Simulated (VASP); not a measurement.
Input:

```yaml
crystal:
  lattice:
    - [0.00000, 3.20402, 3.20402]
    - [3.20402, 0.00000, 3.20402]
    - [3.20402, 3.20402, 0.00000]
  atoms:
    - { symbol: K, position: [0.00000, 0.00000, 0.00000] }
    - { symbol: Br, position: [0.50000, 0.50000, 0.50000] }
```

All values below come from r2SCAN meta-GGA, VASP's PBE PAW potentials (set 64) (plane waves; VASP). Settings: 480 eV cut-off, 6×6×6 Γ-centred mesh, Gaussian smearing of 0.050 eV, potentials K_sv Br.

Question: Give the stress tensor in GPa (positive for a compressed cell).

Answer: 
```
1.86  0.00  0.00
0.00  1.86  0.00
0.00  0.00  1.86
```
The pressure is its mean diagonal, 1.86 GPa.

The compound is KBr in the rock salt structure. This cell was strained or had an atom moved on purpose.
